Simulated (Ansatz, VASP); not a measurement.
**TePtSe in two plane-wave programs**

Wanted: the spread between two codes on one cell, functional and k mesh. Of the first pair: The structure shown is the start of the Ansatz relaxation below; VASP solves that cell, so the two are compared at the walk's first step.

Calculated with Ansatz 0.2.0; plane waves, with VASP 6.6.1 beside it; single point at PBEsol.

## (1) The structure

The cell holds 3 atoms: 1 Pt, 1 Se and 1 Te. Cell: a = 3.650 Å, b = 3.650 Å, c = 30.000 Å, α = 90.0°, β = 90.0°, γ = 120.0°. Vacuum lies along c. The height across the vacuum is the one that the program set for its solve, not the one typed.

## (2) Ansatz: relaxation, PBEsol

Ansatz runs on its PAW soft_1 files.

The two programs are compared at the cell with which this relaxation starts, whose forces are those of its first step.

File input.yaml:

```yaml
crystal:
  lattice:
    - [3.65, 0.0, 0.0]
    - [-1.825, 3.16099, 0.0]
    - [0.0, 0.0, 20.0]
  atoms:
    - { symbol: Pt, position: [0.0, 0.0, 0.5] }
    - { symbol: Se, position: [0.333333, 0.666667, 0.575] }
    - { symbol: Te, position: [0.666667, 0.333333, 0.42] }
  periodic: [true, true, false]
kpoints:
  mp_grid: { grid: [6, 6, 1] }
hamiltonian:
  xc: pbesol
  pseudopotentials: { kind: paw, azcp: { folder: soft_1 }, xc_functional: pbe }
scf:
  occupations: { method: gaussian, width: 0.1 }
output:
  forces: true
  stress: true
  eigenvalues: true
relax:
  adjacent_minimum: "off"
  f_tol: 0.05
  max_steps: 80
  cell: { stress_2d_tol: 0.02 }
```

Command:

```console
$ ansatz run input.yaml --threads 4 --pin off --max-ram 16384MiB --backend cpu --events-out ev --progress --plain --runs-dir out
```

Numbers of over 12 decimals in the logs are rounded to 6 here.

Output:

```text
Warning: crystal.periodic: the lattice vector that does not repeat stood 0.000° off the slab's normal, 20.000 Å along it as the deck builds it. The run solves the slab on a vector along the normal, 30.000 Å long, with every atom where it was (on the deck's vector they left 16.90 Å outside them, and the widest stretch free of ions among them is 1.60 Å). A fractional position that the run reports is one of the run's ce [...]
Warning: the atoms were moved onto the symmetric positions of the space group found under crystal.symmetry.tolerance 1.0e-5 (fractional; no operation is sought that the atoms, as they stand in a round, miss by more than twice it, and no atom is moved by as much as it), and the run uses the moved positions. Before a round's move an operation carried an atom to 3.65e-6 Å from where it should land, the largest such dist [...]
The last accepted step is kept in <dir> (removed where the run ends without a failure and the disk answers)
[...]
SCF iter   5: F=—  HF=-24712.137419 eV  |F-HF|=—  |Δ(HF+E_count)|=   7.87e-5  Δρ=3.98e-5  dr2=7.45e-6  ethr=5.96e-7  ⟨swp⟩=2.1  Hψ=247  notcnv=0
SCF iter   6: F=—  HF=-24712.137420 eV  |F-HF|=—  |Δ(HF+E_count)|=   8.17e-7  Δρ=1.22e-5  dr2=6.61e-7  ethr=1.49e-8  ⟨swp⟩=3.3  Hψ=399  notcnv=0
SCF iter   7: F=-24712.137420 eV  HF=-24712.137420 eV  |F-HF|=2.97e-8  |Δ(HF+E_count)|=   4.28e-7  Δρ=2.55e-6  dr2=3.44e-8  ethr=6.00e-10  ⟨swp⟩=13.4  Hψ=1323  notcnv=0
SCF 4 converged in 7 iterations: F = -24712.137420 eV  dr2 = 3.44e-8
relax step   4: F+E_penalty+E_count = -24712.13742045 eV  Δ(F+E_penalty+E_count) = -9.846e-3 eV  max|allowed force component| = 4.849e-2 eV/Å  Δτ_max = 0.0263 Å  P = +0.112 N/m  Ω = 383.354 Å³  energy of the carried Pulay correction = -1.802e-3 eV  fix = [c, alpha, beta]  reactions: c +0.000 N/m  (7 SCF iters, dr2 threshold 3.00e-7 eV, accepted)
[...]
relax step   5: F+E_penalty+E_count = -24712.13754386 eV  Δ(F+E_penalty+E_count) = -1.234e-4 eV  max|allowed force component| = 9.831e-3 eV/Å  Δτ_max = 0.0019 Å  P = +0.001 N/m  Ω = 383.963 Å³  energy of the carried Pulay correction = -1.830e-3 eV  fix = [c, alpha, beta]  reactions: c +0.000 N/m  (6 SCF iters, dr2 threshold 1.83e-8 eV, accepted)
[...]
relax step   6: F+E_penalty+E_count = -24712.13943234 eV  Δ(F+E_penalty+E_count) = -1.888e-3 eV  max|allowed force component| = 9.839e-3 eV/Å  Δτ_max = 0.0000 Å  P = -0.000 N/m  Ω = 383.963 Å³  fix = [c, alpha, beta]  reactions: c -0.000 N/m  stress off target by 4.90e-4 N/m on what of the cell is left free  SCF on the basis re-selected at this cell (its energy is not comparable with the rows above)  (10 SCF iters)
basis re-selected at this cell: Δ(F+E_penalty+E_count) = -1.888e-3 eV, ΔP = -0.001 N/m vs the last step (what re-selecting the basis moved, of the pressure what is left beyond the Pulay correction that the steps carried, after the strain that the cell walked since its last selection, with what the two solves' SCF thresholds leave and, on support functions, any second-order correction that the steps lacked; it is no measure of the basis error at this ecutwfc). The dense FFT grid was sized anew with the basis: this SCF ran on 27×27×216 points, the steps before it on 25×25×216, so part of this shift can come from that change (see relax.cell in the input reference). [rest of the remark cut]
SCF converged after 10 iterations
Free energy (F): -24712.139432 eV
Harris-Foulkes:  -24712.139432 eV  (|F-HF|=1.13e-10)
Internal energy: -24712.139432 eV  (E = F + TS)
E sigma→0 (E₀):  -24712.139432 eV
Fermi energy:    -4.746230 eV
--- Per-component energies (eV) ---
  E_band       = -1725.917034
  E_kinetic    = 880.173534
  E_local      = -114863.275628  (includes V_loc(G=0)·N_el)
  E_nonlocal   = -77.165163
  E_hartree    = 56852.225646
  E_xc         = -436.946026
  E_vxc        = -462.896074  (∫ρ·V_xc dr)
  E_paw        = -16026.562234  (= ΣΔE_a)
  E_vpaw       = -907.205842  (= ΣTr[D̂ρ^β])
  E_aug_tail   = 0.000834  (compensation charges beyond the density's cutoff)
  E_ewald      = 48957.739310
  E_core_change = 1.670294  (= ΣΔE_core)
  E_smearing   = -0.000000  (= −TS)
  E_closure    = 0.000000  (closes the sum)
  Σ components = -24712.139432   (vs F -24712.139432, Δ=0.00e0)
--- Forces (eV/Å), atoms counted from 1 ---
  atom   1  Pt     0.00000000    -0.00000000    -0.00983946
  atom   2  Se     0.00000000    -0.00000000     0.00480744
  atom   3  Te     0.00000000     0.00000000     0.00503173
  max |Σ_I F_I| component: 2.82e-7 eV/Å
--- 2D stress c σ (N/m, compression-positive) ---
       -0.000490       0.000000       0.000000
       -0.000000      -0.000490      -0.000000
        0.000000      -0.000000      -0.000000
  P = ½ c Tr σ = -0.0005 N/m
--- Band table (eV; the first three rows and the last of 7) ---
  k-point 0: bands = ["-104.0458", "-58.1721", "-58.1721", "-58.1063", "-52.7629", "-52.7629", "-52.7324", "-52.7324", "-52.7211", "-42.0219", "-42.0219", "-41.9695", "-41.9695", "-41.9493", "-19.0006", "-16.7984", "-10.5077", "-10.5077", "-10.4776", "-8.4679", "-8.4679", "-6.9624", "-5.8388", "-5.2645", "-5.2645", "-2.4555", "-2.4555", "-1.3642 (-1.3643°)", "-0.3846", "-0.2500"]
  k-point 1: bands = ["-104.0457", "-58.1737", "-58.1726", "-58.1062", "-52.7629", "-52.7628", "-52.7325", "-52.7324", "-52.7211", "-42.0218", "-42.0203", "-41.9700", "-41.9694", "-41.9484", "-18.7332", "-16.7706", "-10.5727", "-10.3505", "-10.1820", "-8.8586", "-8.6056", "-7.5028", "-5.8475", "-5.4616", "-5.4113", "-3.9318", "-2.8120", "-0.6402 (-0.6413°)", "0.0478", "0.3004"]
  k-point 2: bands = ["-104.0457", "-58.1769", "-58.1735", "-58.1060", "-52.7630", "-52.7627", "-52.7326", "-52.7323", "-52.7210", "-42.0218", "-42.0170", "-41.9709", "-41.9693", "-41.9465", "-18.1451", "-16.6390", "-10.8255", "-10.1049", "-10.0266", "-9.3066", "-8.5452", "-7.8928", "-6.9782", "-6.3776", "-6.0258", "-3.7906", "-2.8838", "-1.1428", "0.4260", "0.8755"]
  k-point 6: bands = ["-104.0456", "-58.1767", "-58.1766", "-58.1058", "-52.7630", "-52.7627", "-52.7327", "-52.7322", "-52.7209", "-42.0185", "-42.0177", "-41.9708", "-41.9699", "-41.9453", "-17.7518", "-16.2894", "-10.8835", "-10.5137", "-10.1888", "-8.9019", "-8.8893", "-8.2875", "-7.6043", "-6.7261", "-6.5443", "-4.2279", "-3.4477", "-0.1507", "1.6132", "2.4577"]
  ° read free of the cell's end (the report's vacuum.weakly_bound_levels)
--- Relaxed structure (5 steps of the walk, 5 accepted, 1 SCFs on fresh bases) ---
  F+E_penalty+E_count = -24712.13943234 eV   max|allowed force component| = 9.839e-3 eV/Å   (the final SCF, on the basis selected at the relaxed cell)
  cell:  # Å, volume = 383.9628 Å³
    - [3.844312, 0, 0]
    - [-1.922156, 3.329272, 0]
    - [0, 0, 30.0]
  atoms:
    - { symbol: Pt, position: [0, 0, 0.333603] }
    - { symbol: Se, position: [0.333333, 0.666667, 0.375930] }
    - { symbol: Te, position: [0.666667, 0.333333, 0.287134] }
```

The column dr2 measures how far the density is from self-consistency, as an energy; F and HF (Harris–Foulkes) agree once it is small.

## (3) VASP: single point, PBEsol, start cell, pair 1

The same cell, functional, mesh and smearing now go to VASP, with its own data sets.

Lines of VASP's logs that name or quote its potential files are left out, and so is its time.

File INCAR:

```
SYSTEM = TePtSe
PREC = Accurate
ENCUT = 400
EDIFF = 1E-06
NELM = 120
ISMEAR = 0
SIGMA = 0.1
LREAL = .FALSE.
ALGO = Normal
GGA = PS
NBANDS = 17
LASPH = .TRUE.
LORBIT = 11
LWAVE = .FALSE.
LCHARG = .FALSE.
ISIF = 2
LDIPOL = .TRUE.
IDIPOL = 3
DIPOL = 0.5 0.5 0.332
LVHAR = .TRUE.
GGA_COMPAT = .FALSE.
EFERMI = MIDGAP
NELMDL = -8
KPAR = 2
```

File POSCAR:

```
TePtSe
1.0
    3.6499980000      0.0000000000      0.0000000000
   -1.8249990000      3.1609910000      0.0000000000
    0.0000000000      0.0000000000     30.0000000000
Pt Se Te
1 1 1
Direct
    0.0000000000      0.0000000000      0.3333333333
    0.3333333333      0.6666666667      0.3833333333
    0.6666666667      0.3333333333      0.2800000000
```

File KPOINTS:

```
Automatic mesh
0
Gamma
6 6 1
0 0 0
```

PAW data sets: Pt, Se and Te (PBE family, release 64).

Command:

```console
$ mpirun -np 2 vasp_std
```

Output:

```text
[banner, memory and clock lines left out]
running    2 mpi-ranks, on    1 nodes
 distrk:  each k-point on    1 cores,    2 groups
 distr:  one band on    1 cores,    1 groups

 POSCAR found type information on POSCAR PtSeTe
 POSCAR found :  3 types and       3 ions
|                                                                             |
|               ----> ADVICE to this user running VASP <----                  |
|                                                                             |
|     You enforced a specific xc type in the INCAR file but a different       |
|     [... a line on the potential file left out ...]
|     I HOPE YOU KNOW WHAT YOU ARE DOING!                                     |
|                                                                             |

 LDA part: xc-table for (Slater+PW92), standard interpolation
 POSCAR, INCAR and KPOINTS ok, starting setup
 FFT: planning ... GRIDC
 FFT: planning ... GRID_SOFT
 FFT: planning ... GRID
 WAVECAR not read
 entering main loop
       N       E                     dE             d eps       ncg     rms          rms(c)
DAV:   1     0.153898381583E+03    0.15390E+03   -0.59763E+03   238   0.735E+02
DAV:   2     0.253274396413E+00   -0.15365E+03   -0.14642E+03   398   0.149E+02
DAV:   3    -0.155901094577E+02   -0.15843E+02   -0.15736E+02   322   0.601E+01
DAV:   4    -0.158118776250E+02   -0.22177E+00   -0.22144E+00   306   0.870E+00
DAV:   5    -0.158174247160E+02   -0.55471E-02   -0.55467E-02   380   0.128E+00
DAV:   6    -0.158174570988E+02   -0.32383E-04   -0.32383E-04   312   0.928E-02
DAV:   7    -0.158174583005E+02   -0.12017E-05   -0.12017E-05   379   0.150E-02
DAV:   8    -0.158174583090E+02   -0.85638E-08   -0.84133E-08   231   0.133E-03    0.126E+01
DAV:   9    -0.152368455280E+02    0.58061E+00   -0.44858E+00   302   0.177E+01    0.747E+00
DAV:  10    -0.152566083845E+02   -0.19763E-01   -0.57925E+00   295   0.118E+01    0.338E+00
DAV:  11    -0.150703825503E+02    0.18623E+00   -0.33019E+00   271   0.727E+00    0.143E+00
DAV:  12    -0.149909140769E+02    0.79468E-01   -0.65429E-01   277   0.350E+00    0.418E-01
DAV:  13    -0.149918685853E+02   -0.95451E-03   -0.30555E-02   281   0.109E+00    0.236E-01
DAV:  14    -0.149917870069E+02    0.81578E-04   -0.14256E-03   345   0.213E-01    0.152E-01
[...]
DAV:  20    -0.149918379254E+02   -0.32801E-04   -0.46597E-06   244   0.102E-02    0.342E-03
DAV:  21    -0.149918553436E+02   -0.17418E-04   -0.12282E-06   241   0.494E-03    0.295E-03
DAV:  22    -0.149918783910E+02   -0.23047E-04   -0.11993E-06   237   0.368E-03    0.172E-03
DAV:  23    -0.149918804471E+02   -0.20561E-05   -0.58407E-08   258   0.904E-04    0.130E-03
DAV:  24    -0.149918850847E+02   -0.46376E-05   -0.57017E-08   224   0.107E-03    0.520E-04
DAV:  25    -0.149918876533E+02   -0.25685E-05   -0.10450E-07   240   0.994E-04    0.939E-04
DAV:  26    -0.149918888291E+02   -0.11758E-05   -0.14209E-08   232   0.604E-04    0.283E-04
DAV:  27    -0.149918893563E+02   -0.52721E-06   -0.75439E-09   240   0.418E-04
   1 F= -.14991889E+02 E0= -.14991520E+02  d E =-.739587E-03
```

OUTCAR, selected parts (step 3):

```text
ion  position               nearest neighbor table
   1  0.000  0.000  0.333-   2 2.59   2 2.59   2 2.59   3 2.65   3 2.65   3 2.65
   2  0.333  0.667  0.383-   1 2.59   1 2.59   1 2.59
   3  0.667  0.333  0.280-   1 2.65   1 2.65   1 2.65

  LATTYP: Found a hexagonal cell.
 ALAT       =     3.6499980000
 C/A-ratio  =     8.2191825859

 Subroutine GETGRP returns: Found  6 space group operations
 (whereof  6 operations were pure point group operations)

The static configuration has the point symmetry C_3v.

 Found      7 irreducible k-points:

   k-points           NKPTS =      7   k-points in BZ     NKDIM =      7   number of bands    NBANDS=     17

   dimension x,y,z NGX =    24 NGY =   24 NGZ =  196
   dimension x,y,z NGXF=    48 NGYF=   48 NGZF=  392

   ENCUT  =  400.0 eV  29.40 Ry    5.42 a.u.   5.95  5.95 48.92*2*pi/ulx,y,z

   NELECT =      22.0000    total number of electrons

 k-points in reciprocal lattice and weights: Automatic mesh
   0.00000000  0.00000000  0.00000000       0.028
   0.16666667  0.00000000  0.00000000       0.167
   0.33333333  0.00000000  0.00000000       0.167
   0.50000000  0.00000000  0.00000000       0.083
   0.16666667  0.16666667  0.00000000       0.167
   0.33333333  0.16666667  0.00000000       0.333
   0.33333333  0.33333333  0.00000000       0.056

 dipolmoment           0.000000      0.000000      0.052200 electrons x Angstroem

 average (electrostatic) potential at core
       1 -76.8051       2 -60.7157       3 -97.0648

 E-fermi :  -2.1063

 k-point     1 :       0.0000    0.0000    0.0000
  band No.  band energies     occupation
    ...
      7      -5.8516      2.00000
      8      -5.0756      2.00000
      9      -4.0398      2.00000
     10      -2.2528      1.96171
     11      -2.2528      1.96171
     12       0.1017      0.00000
     13       0.1017      0.00000
     14       1.0558      0.00000
     15       1.9478      0.00000
     16       2.2269      0.00000
    ...

 k-point     2 :       0.1667    0.0000    0.0000
  band No.  band energies     occupation
    ...
      7      -5.9247      2.00000
      8      -5.3270      2.00000
      9      -3.7453      2.00000
     10      -3.0581      2.00000
     11      -2.4273      1.99999
     12      -1.5054      0.00000
     13      -0.3126      0.00000
     14       1.6849      0.00000
     15       2.4768      0.00000
     16       2.6647      0.00000
    ...

 k-point     3 :       0.3333    0.0000    0.0000
  band No.  band energies     occupation
    ...
      7      -5.6416      2.00000
      8      -5.5753      2.00000
      9      -4.6840      2.00000
     10      -3.7959      2.00000
     11      -3.2643      2.00000
     12      -1.4299      0.00000
     13      -0.5352      0.00000
     14       1.3217      0.00000
     15       2.7771      0.00000
     16       3.2820      0.00000
    ...

  Total        0.9462480      0.9462480     -3.3823727     -0.0000000      0.0000000      0.0000000
  in kB        4.3800432      4.3800433    -15.6565080     -0.0000000      0.0000000      0.0000000
  external PRESSURE =      -2.2988072 kB  Pullay stress =       0.0000000 kB

  energy-cutoff  :      400.00
  volume of cell :      346.13
      direct lattice vectors                 reciprocal lattice vectors
     3.649998000  0.000000000  0.000000000     0.273972753  0.158178242  0.000000000
    -1.824999000  3.160991000  0.000000000     0.000000000  0.316356484  0.000000000
     0.000000000  0.000000000 30.000000000     0.000000000  0.000000000  0.033333333

 POSITION                                       TOTAL-FORCE (eV/Angst)
 -----------------------------------------------------------------------------------
      0.00000      0.00000     10.00000         0.000000     -0.000000      0.362980
     -0.00000      2.10733     11.50000        -0.000000      0.000000     -1.271286
      1.82500      1.05366      8.40000        -0.000000     -0.000000      0.908307
 -----------------------------------------------------------------------------------
    total drift:                               -0.000000     -0.000000     -0.000426

  FREE ENERGIE OF THE ION-ELECTRON SYSTEM (eV)
  ---------------------------------------------------
  free  energy   TOTEN  =       -14.9918893563 eV

  energy  without entropy=      -14.9911497694  energy(sigma->0) =      -14.99151956

 vacuum level on the upper side and lower side of the slab         2.720         1.902

 total charge
# of ion       s       p       d       tot
------------------------------------------
    1        0.658   0.640   8.032   9.330
    2        1.482   2.216   0.044   3.742
    3        1.386   1.923   0.060   3.369
--------------------------------------------------
tot          3.527   4.779   8.135  16.441

[... 3 further parts left out ...]
```

The run ends at a pressure of -0.23 GPa, with forces up to 1.3 eV/Å.

## (4) Differences

Known differences besides the potentials themselves: Ansatz cuts the interaction across the vacuum, VASP repeats the sheet with a dipole correction; the data sets hold 50 valence electrons in Ansatz (on its PAW soft_1 files) and 22 in VASP; Ansatz makes its cores anew for this functional, VASP keeps those of its PBE data sets; Ansatz takes its cutoff from its data sets, VASP runs at 400 eV. Total energies have different zeros and are not compared.

Forces (eV/Å; atoms numbered as in POSCAR):

```
atom        Ansatz x, y, z          VASP x, y, z
 Pt1   0.000, 0.000, 0.373   0.000, 0.000, 0.363
 Se2  0.000, 0.000, -1.275  0.000, 0.000, -1.271
 Te3   0.000, 0.000, 0.902   0.000, 0.000, 0.908
```

The forces differ by 3.9 meV/Å r.m.s., which is 0.7 % of the r.m.s. force of 0.535 eV/Å (both taken over all components). With vacuum in the cell, a pressure given here is an average over mostly empty space and none of the material.

(Continued in part 2 of 2.)

[Lines on the potential files, build, host, timing and source positions are cut from VASP's logs without a mark.]

[Logs are printed without paths, hosts, clocks, repeated set-up lines and the standing remarks that a program may print on its own settings, such as how far it seeks lower states.]

[Hosts, paths, dates, database ids (printed as entryN), source tags and the programs' standing remarks are cut or masked in the printed files.]
